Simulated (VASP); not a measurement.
```
Cs
1.0
   -3.09842     3.09842     3.09842
    3.09842    -3.09842     3.09842
    3.09842     3.09842    -3.09842
Cs
1
Direct
  0.00000   0.00000   0.00000
```

Method: revTPSS meta-GGA, VASP's PBE PAW potentials (set 64) (plane waves; VASP). Settings: 520 eV cut-off, 9×9×9 Γ-centred mesh, tetrahedra with Blöchl corrections, potentials Cs_sv.

Unless said otherwise, spin-orbit coupling is left out, though it shifts the bands of the heavy elements here.

Predict the energy per atom (σ→0), band gap (over mesh and band path) with the smallest direct gap where there is one.

band gap (over mesh and band path): none (metal, semimetal or under 0.01 eV)
energy per atom (σ→0): 20.687 eV/atom

Only differences to runs with the same potentials and settings are physical.

The compound is Cs in the bcc structure. It was relaxed first.
